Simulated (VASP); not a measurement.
## Relaxed cell of Zr (Zirconium): a test of cutoff and mesh

How far does the relaxed cell of Zr (Zirconium) depend on cutoff and k mesh? The starting structure is a measured crystal structure from the Crystallography Open Database.

Method: Kohn-Sham DFT with plane waves and PAW; PBEsol, in VASP 6.6.1.

## 1. The structure

It takes space group P6_3/mmc (No. 194, hexagonal). The conventional cell has a = 3.232 Å, b = 3.232 Å, c = 5.147 Å, α = 90.00°, β = 90.00°, γ = 120.00°. Zr has 12 Zr at 3.18 to 3.23 Å nearest.

## 2. Reference relaxation

This run starts from the cell of an earlier relaxation, which isn't shown; the restart sets up the plane waves anew.

The input, INCAR:

```
SYSTEM = Zr
PREC = Accurate
ENCUT = 450
EDIFF = 1E-06
NELM = 100
ISMEAR = 1
SIGMA = 0.1
LREAL = .FALSE.
ALGO = Normal
GGA = PS
NBANDS = 18
LORBIT = 11
LWAVE = .FALSE.
LCHARG = .FALSE.
KPAR = 2
IBRION = 2
NSW = 50
ISIF = 3
EDIFFG = -0.01
```

The input, POSCAR:

```
Zr
1.0
    3.1862141058      0.0000000000      0.0000000000
   -1.5931070529      2.7593423575      0.0000000000
    0.0000000000      0.0000000000      5.1045946581
Zr
2
Direct
    0.6666666667      0.3333333333      0.7500000000
    0.3333333333      0.6666666667      0.2500000000
```

The input, KPOINTS:

```
Automatic mesh
0
Gamma
10 10 6
0 0 0
```

PAW data sets: Zr_sv (PBE family, release 64).

Command:

```bash
> mpirun -np 2 vasp_std
```

What it wrote:

```text
[banner, memory and clock lines left out]
running    2 mpi-ranks, on    1 nodes
 distrk:  each k-point on    1 cores,    2 groups
 distr:  one band on    1 cores,    1 groups

 POSCAR found type information on POSCAR Zr
 POSCAR found :  1 types and       2 ions
|                                                                             |
|               ----> ADVICE to this user running VASP <----                  |
|                                                                             |
|     You enforced a specific xc type in the INCAR file but a different       |
|     [... a line on the potential file left out ...]
|     I HOPE YOU KNOW WHAT YOU ARE DOING!                                     |
|                                                                             |

 LDA part: xc-table for (Slater+PW92), standard interpolation
 POSCAR, INCAR and KPOINTS ok, starting setup
 FFT: planning ... GRIDC
 FFT: planning ... GRID_SOFT
 FFT: planning ... GRID
 WAVECAR not read
 entering main loop
       N       E                     dE             d eps       ncg     rms          rms(c)
DAV:   1     0.194996476196E+03    0.19500E+03   -0.12627E+04  2016   0.120E+03
DAV:   2    -0.452097899230E+01   -0.19952E+03   -0.19656E+03  2406   0.358E+02
DAV:   3    -0.185836086926E+02   -0.14063E+02   -0.13962E+02  3614   0.690E+01
DAV:   4    -0.189371907831E+02   -0.35358E+00   -0.35319E+00  2398   0.109E+01
DAV:   5    -0.189459735316E+02   -0.87827E-02   -0.87801E-02  2970   0.129E+00    0.161E+01
DAV:   6    -0.182928957275E+02    0.65308E+00   -0.98216E-01  2146   0.778E+00    0.648E+00
DAV:   7    -0.181618042367E+02    0.13109E+00   -0.65316E-01  2930   0.544E+00    0.116E+00
DAV:   8    -0.181658775658E+02   -0.40733E-02   -0.36270E-02  2620   0.154E+00    0.279E-01
DAV:   9    -0.181661782002E+02   -0.30063E-03   -0.15551E-03  2590   0.371E-01    0.282E-02
DAV:  10    -0.181661538446E+02    0.24356E-04   -0.46588E-05  2868   0.407E-02    0.235E-02
DAV:  11    -0.181661547298E+02   -0.88513E-06   -0.92326E-06  2206   0.354E-02
   1 F= -.18166155E+02 E0= -.18166649E+02  d E =-.181662E+02
 curvature:   0.00 expect dE= 0.000E+00 dE for cont linesearch  0.000E+00
 trial: gam= 0.00000 g(F)=  0.264E-47 g(S)=  0.274E-04 ort = 0.000E+00 (trialstep = 0.100E+01)
 search vector abs. value=  0.274E-04
 bond charge predicted
       N       E                     dE             d eps       ncg     rms          rms(c)
DAV:   1    -0.181665282780E+02   -0.37443E-03   -0.12889E-02  2368   0.107E+00    0.196E-01
DAV:   2    -0.181662039474E+02    0.32433E-03   -0.11792E-03  2486   0.292E-01    0.629E-02
DAV:   3    -0.181661329276E+02    0.71020E-04   -0.43823E-04  2952   0.143E-01    0.371E-02
DAV:   4    -0.181661420478E+02   -0.91202E-05   -0.37523E-05  2446   0.261E-02    0.160E-02
DAV:   5    -0.181661479341E+02   -0.58863E-05   -0.28813E-05  3030   0.281E-02    0.637E-03
DAV:   6    -0.181661473791E+02    0.55508E-06   -0.10395E-06  1416   0.802E-03
   2 F= -.18166147E+02 E0= -.18166640E+02  d E =0.735069E-05
 trial-energy change:    0.000007  1 .order    0.000004   -0.000027    0.000035
 step:   0.4420(harm=  0.4420)  dis= 0.00000  next Energy=   -18.166161 (dE=-0.606E-05)
 bond charge predicted
       N       E                     dE             d eps       ncg     rms          rms(c)
DAV:   1    -0.181662786538E+02   -0.13072E-03   -0.40233E-03  2318   0.600E-01    0.111E-01
DAV:   2    -0.181661733927E+02    0.10526E-03   -0.36827E-04  2426   0.163E-01    0.362E-02
DAV:   3    -0.181661485737E+02    0.24819E-04   -0.13706E-04  2926   0.802E-02    0.206E-02
DAV:   4    -0.181661533276E+02   -0.47539E-05   -0.11736E-05  2202   0.147E-02    0.862E-03
DAV:   5    -0.181661575133E+02   -0.41857E-05   -0.89094E-06  2922   0.161E-02    0.352E-03
DAV:   6    -0.181661578080E+02   -0.29464E-06   -0.30959E-07  1130   0.463E-03
   3 F= -.18166158E+02 E0= -.18166651E+02  d E =-.307822E-05
 curvature:  -0.22 expect dE=-0.321E-06 dE for cont linesearch -0.148E-06
 trial: gam= 0.00000 g(F)=  0.347E-46 g(S)=  0.145E-05 ort =-0.429E-05 (trialstep = 0.888E+00)
 search vector abs. value=  0.145E-05
 reached required accuracy - stopping structural energy minimisation
```

Run time: 10 s. Hardware: 2 MPI ranks of Intel Xeon 6975P-C (Granite Rapids), shared host; peak memory 0.31 GiB.

The logs omit lines about the potential files and the build; timing stands in the text.

From OUTCAR (step 2):

```text
ion  position               nearest neighbor table
   1  0.667  0.333  0.750-   2 3.15   2 3.15   2 3.15   2 3.15   2 3.15   2 3.15
   2  0.333  0.667  0.250-   1 3.15   1 3.15   1 3.15   1 3.15   1 3.15   1 3.15

  LATTYP: Found a hexagonal cell.
 ALAT       =     3.1862141058
 C/A-ratio  =     1.6020877721

 Subroutine GETGRP returns: Found 24 space group operations
 (whereof 12 operations were pure point group operations)

The static configuration has the point symmetry D_3d.
 The point group associated with its full space group is D_6h.

 Found     56 irreducible k-points:

   k-points           NKPTS =     56   k-points in BZ     NKDIM =     56   number of bands    NBANDS=     18

   dimension x,y,z NGX =    24 NGY =   24 NGZ =   36
   dimension x,y,z NGXF=    48 NGYF=   48 NGZF=   72

   ENCUT  =  450.0 eV  33.07 Ry    5.75 a.u.   5.51  5.51  8.83*2*pi/ulx,y,z

   NELECT =      24.0000    total number of electrons

 k-points in reciprocal lattice and weights: Automatic mesh
   0.00000000  0.00000000  0.00000000       0.002
   0.10000000 -0.00000000  0.00000000       0.010
   0.20000000 -0.00000000  0.00000000       0.010
   0.30000000 -0.00000000  0.00000000       0.010
   0.40000000 -0.00000000  0.00000000       0.010
   0.50000000 -0.00000000  0.00000000       0.005
   0.10000000  0.10000000  0.00000000       0.010
   0.20000000  0.10000000  0.00000000       0.020
   0.30000000  0.10000000  0.00000000       0.020
[...]
0.40000000  0.20000000  0.50000000       0.010
   0.30000000  0.30000000  0.50000000       0.010

 average (electrostatic) potential at core
       1 -73.9310       2 -73.9310

 E-fermi :   9.2758

 k-point     1 :       0.0000    0.0000    0.0000
  band No.  band energies     occupation
    ...
      6     -16.8831      2.00000
      7     -16.8661      2.00000
      8     -16.8661      2.00000
      9       3.5365      2.00000
     10       6.1291      2.00000
     11      10.1477     -0.00000
     12      10.1477     -0.00000
     13      10.2460     -0.00000
     14      10.5508     -0.00000
     15      10.8648     -0.00000
    ...

 k-point     2 :       0.1000   -0.0000    0.0000
  band No.  band energies     occupation
    ...
      6     -16.9463      2.00000
      7     -16.8974      2.00000
      8     -16.8765      2.00000
      9       3.8283      2.00000
     10       6.3954      2.00000
     11       9.5514     -0.00068
     12       9.9700     -0.00000
     13      10.4210     -0.00000
     14      10.5763     -0.00000
     15      10.7423     -0.00000
    ...

 k-point     3 :       0.2000   -0.0000    0.0000
  band No.  band energies     occupation
    ...
      8     -16.9059      2.00000
      9       4.6170      2.00000
     10       6.9896      2.00000
     11       8.8628      2.00000
     12       8.8802      2.00000
     13      10.0937     -0.00000
     14      10.7525     -0.00000
     15      10.8040     -0.00000
     16      11.2134     -0.00000
     17      11.3958      0.00000
    ...

  Total       -0.0013200     -0.0013200     -0.0075281      0.0000000     -0.0000000      0.0000000
  in kB       -0.0470956     -0.0470956     -0.2685857      0.0000000     -0.0000000      0.0000000
  external PRESSURE =      -0.1209256 kB  Pullay stress =       0.0000000 kB

  energy-cutoff  :      450.00
  volume of cell :       44.91
      direct lattice vectors                 reciprocal lattice vectors
     3.186922941 -0.000000000  0.000000000     0.313782297  0.181162294  0.000000000
    -1.593461470  2.759956227  0.000000000     0.000000000  0.362324587  0.000000000
     0.000000000 -0.000000000  5.105480777     0.000000000  0.000000000  0.195867940

 POSITION                                       TOTAL-FORCE (eV/Angst)
 -----------------------------------------------------------------------------------
      1.59346      0.91999      3.82911        -0.000000      0.000000      0.000000
     -0.00000      1.83997      1.27637         0.000000     -0.000000      0.000000
 -----------------------------------------------------------------------------------
    total drift:                               -0.000000      0.000000     -0.000000

  FREE ENERGIE OF THE ION-ELECTRON SYSTEM (eV)
  ---------------------------------------------------
  free  energy   TOTEN  =       -18.1661578080 eV

  energy  without entropy=      -18.1676371887  energy(sigma->0) =      -18.16665093

 reached required accuracy - stopping structural energy minimisation

 total charge
# of ion       s       p       d       tot
------------------------------------------
    1        2.241   5.956   1.669   9.867
    2        2.241   5.956   1.669   9.867
--------------------------------------------------
tot          4.483  11.913   3.338  19.734

[... 3 further parts left out ...]
```

CONTCAR:

```
Zr
   1.00000000000000
     3.1869229407219670   -0.0000000000000000    0.0000000000000000
    -1.5934614703609835    2.7599562265494999    0.0000000000000000
     0.0000000000000000   -0.0000000000000000    5.1054807772375472
  Zr
     2
Direct
     0.6666666667000030    0.3333333332999970    0.7500000000000000
     0.3333333332999970    0.6666666667000030    0.2500000000000000
```

The run shows no gap at this level; if that holds and bands cross the Fermi level widely, this k-mesh is coarse for it. The PAW data sets were made with PBE, which is usual practice but a small mismatch for other functionals. The run keeps the 24 symmetry operations of its start, so it cannot find a distortion of lower symmetry.

The reference relaxation ends at 22.453 Å³ an atom. Pressures at 0.985 and 1.015 times this volume, from two more relaxations that aren't shown, give a bulk modulus of 99.5 GPa.

## 3. Relaxation with a cutoff of 230 eV

Against step 2 the input has ENCUT = 230. This run starts from the cell of an earlier relaxation, which isn't shown; the restart sets up the plane waves anew.

Changes to INCAR since step 2:

```diff
@@ -2,3 +2,3 @@
 PREC = Accurate
-ENCUT = 450
+ENCUT = 230
 EDIFF = 1E-06
```

The input, POSCAR:

```
Zr
1.0
    3.1759529596      0.0000000000      0.0000000000
   -1.5879764798      2.7504559442      0.0000000000
    0.0000000000      0.0000000000      5.0908225428
Zr
2
Direct
    0.6666666667      0.3333333333      0.7500000000
    0.3333333333      0.6666666667      0.2500000000
```

KPOINTS is that of step 2.

Command:

```bash
> mpirun -np 2 vasp_std
```

What it wrote:

```text
[banner, memory and clock lines left out]
running    2 mpi-ranks, on    1 nodes
[...]
[... a notice as in an earlier step ...]

 LDA part: xc-table for (Slater+PW92), standard interpolation
 POSCAR, INCAR and KPOINTS ok, starting setup
[...]
entering main loop
       N       E                     dE             d eps       ncg     rms          rms(c)
DAV:   1     0.109100960243E+03    0.10910E+03   -0.92428E+03  2240   0.755E+02
DAV:   2    -0.774527679678E+01   -0.11685E+03   -0.11464E+03  2490   0.255E+02
DAV:   3    -0.187506719965E+02   -0.11005E+02   -0.10964E+02  3574   0.483E+01
DAV:   4    -0.189165472946E+02   -0.16588E+00   -0.16573E+00  2410   0.604E+00
[...]
DAV:  12    -0.181245320234E+02    0.23727E-05   -0.39516E-07  1206   0.349E-03    0.367E-04
DAV:  13    -0.181245365198E+02   -0.44965E-05   -0.21272E-07  1148   0.239E-03    0.590E-04
DAV:  14    -0.181245358771E+02    0.64275E-06   -0.95764E-08  1140   0.181E-03
   1 F= -.18124536E+02 E0= -.18125023E+02  d E =-.181245E+02
[... from here on, the cycles between the ionic steps are left out ...]
   2 F= -.18122491E+02 E0= -.18122902E+02  d E =0.204482E-02
   3 F= -.18125762E+02 E0= -.18126229E+02  d E =-.122644E-02
   4 F= -.18125765E+02 E0= -.18126230E+02  d E =-.122873E-02
   5 F= -.18125796E+02 E0= -.18126256E+02  d E =-.317547E-04
 trial-energy change:   -0.000032  1 .order   -0.000033   -0.000059   -0.000007
 step:   0.9998(harm=  0.9998)  dis= 0.00000  next Energy=   -18.125798 (dE=-0.335E-04)
 reached required accuracy - stopping structural energy minimisation
```

The job ended after 7.6 s (2 MPI ranks; peak memory 0.25 GiB; 14 s of CPU time).

OUTCAR, selected parts (step 3):

```text
  Total        0.0022909      0.0022909      0.0104279      0.0000000     -0.0000000      0.0000000
  in kB        0.0832319      0.0832319      0.3788685      0.0000000     -0.0000000      0.0000000
  external PRESSURE =       0.1817774 kB  Pullay stress =       0.0000000 kB

 POSITION                                       TOTAL-FORCE (eV/Angst)
 -----------------------------------------------------------------------------------
      1.58257      0.91370      3.81207        -0.000000     -0.000000      0.000000
     -0.00000      1.82740      1.27069         0.000000      0.000000      0.000000
 -----------------------------------------------------------------------------------
    total drift:                                0.000000     -0.000000      0.000000

  FREE ENERGIE OF THE ION-ELECTRON SYSTEM (eV)
  ---------------------------------------------------
  free  energy   TOTEN  =       -18.1257963633 eV

  energy  without entropy=      -18.1271737881  energy(sigma->0) =      -18.12625550

[... 2 parts as in an earlier step ...]

[... 2 further parts left out ...]
[key lines of the parts left out:]
E-fermi :   9.4970
```

With a cutoff of 230 eV the cell ends at 22.049 Å³ an atom, -1.80 % from the reference; the bulk modulus is 102.8 GPa against 99.5 GPa.

## 4. Relaxation with a 5×5×3 mesh

Against step 2 the input has a 5×5×3 mesh. This run starts from the cell of an earlier relaxation, which isn't shown; the restart sets up the plane waves anew.

Changes to INCAR since step 3:

```diff
@@ -2,3 +2,3 @@
 PREC = Accurate
-ENCUT = 230
+ENCUT = 450
 EDIFF = 1E-06
```

The input, POSCAR:

```
Zr
1.0
    3.2282951677      0.0000000000      0.0000000000
   -1.6141475839      2.7957856261      0.0000000000
    0.0000000000      0.0000000000      4.9973410817
Zr
2
Direct
    0.6666666667      0.3333333333      0.7500000000
    0.3333333333      0.6666666667      0.2500000000
```

The input, KPOINTS:

```
Automatic mesh
0
Gamma
5 5 3
0 0 0
```

Command:

```bash
> mpirun -np 2 vasp_std
```

What it wrote:

```text
[... set-up lines as in an earlier step ...]
 entering main loop
       N       E                     dE             d eps       ncg     rms          rms(c)
DAV:   1     0.205534885322E+03    0.20553E+03   -0.12729E+04   360   0.120E+03
DAV:   2    -0.383188394381E+01   -0.20937E+03   -0.20652E+03   438   0.368E+02
DAV:   3    -0.186056140000E+02   -0.14774E+02   -0.14571E+02   642   0.692E+01
DAV:   4    -0.189584108491E+02   -0.35280E+00   -0.35259E+00   426   0.113E+01
[...]
DAV:   9    -0.181644958476E+02   -0.34162E-03   -0.15914E-03   464   0.380E-01    0.236E-02
DAV:  10    -0.181644728239E+02    0.23024E-04   -0.54390E-05   524   0.427E-02    0.227E-02
DAV:  11    -0.181644723827E+02    0.44119E-06   -0.94444E-06   394   0.361E-02
   1 F= -.18164472E+02 E0= -.18163865E+02  d E =-.181645E+02
[...]
N       E                     dE             d eps       ncg     rms          rms(c)
DAV:   1    -0.181650272248E+02   -0.55440E-03   -0.19037E-02   416   0.130E+00    0.236E-01
[...]
DAV:   4    -0.181644505016E+02   -0.14070E-04   -0.50894E-05   446   0.311E-02    0.194E-02
DAV:   5    -0.181644601095E+02   -0.96079E-05   -0.42617E-05   530   0.336E-02    0.716E-03
DAV:   6    -0.181644593942E+02    0.71527E-06   -0.13574E-06   292   0.941E-03
   2 F= -.18164459E+02 E0= -.18163846E+02  d E =0.129884E-04
 trial-energy change:    0.000013  1 .order    0.000007   -0.000041    0.000055
 step:   0.3420(harm=  0.4262)  dis= 0.00000  next Energy=   -18.164479 (dE=-0.671E-05)
[...]
N       E                     dE             d eps       ncg     rms          rms(c)
DAV:   1    -0.181647263963E+02   -0.26629E-03   -0.82631E-03   416   0.859E-01    0.157E-01
DAV:   2    -0.181645080480E+02    0.21835E-03   -0.74150E-04   410   0.233E-01    0.502E-02
DAV:   3    -0.181644600466E+02    0.48001E-04   -0.28436E-04   520   0.114E-01    0.292E-02
DAV:   4    -0.181644690393E+02   -0.89927E-05   -0.22071E-05   430   0.206E-02    0.124E-02
DAV:   5    -0.181644767076E+02   -0.76683E-05   -0.17993E-05   518   0.219E-02    0.468E-03
DAV:   6    -0.181644771108E+02   -0.40315E-06   -0.52723E-07   220   0.613E-03
   3 F= -.18164477E+02 E0= -.18163868E+02  d E =-.472809E-05
[...]
reached required accuracy - stopping structural energy minimisation
```

The job ended after 3.4 s (2 MPI ranks; peak memory 0.28 GiB; 5.8 s of CPU time).

Parts of OUTCAR (step 4):

```text
  Total        0.0013557      0.0013557     -0.0038018     -0.0000000      0.0000000     -0.0000000
  in kB        0.0481285      0.0481285     -0.1349674     -0.0000000      0.0000000     -0.0000000
  external PRESSURE =      -0.0129035 kB  Pullay stress =       0.0000000 kB

 POSITION                                       TOTAL-FORCE (eV/Angst)
 -----------------------------------------------------------------------------------
      1.61450      0.93213      3.74855        -0.000000      0.000000      0.000000
     -0.00000      1.86426      1.24952         0.000000     -0.000000      0.000000
 -----------------------------------------------------------------------------------
    total drift:                                0.000000     -0.000000      0.000000

  FREE ENERGIE OF THE ION-ELECTRON SYSTEM (eV)
  ---------------------------------------------------
  free  energy   TOTEN  =       -18.1644771108 eV

  energy  without entropy=      -18.1626488090  energy(sigma->0) =      -18.16386768

[... 1 part as in an earlier step ...]

[... 3 further parts left out ...]
[key lines of the parts left out:]
E-fermi :   9.0526
```

With a 5×5×3 mesh the cell ends at 22.565 Å³ an atom, +0.50 % from the reference, a by +1.3 % and c by -2.1 %; the bulk modulus is 102.6 GPa against 99.5 GPa.

[end of part 1 of 2]

[Lines on the potential files, build, host, timing and source positions are cut from VASP's logs without a mark.]

[Logs are printed without paths, hosts, clocks, repeated set-up lines and the standing remarks that a program may print on its own settings, such as how far it seeks lower states.]

[Hosts, paths, dates, database ids (printed as entryN), source tags and the programs' standing remarks are cut or masked in the printed files.]
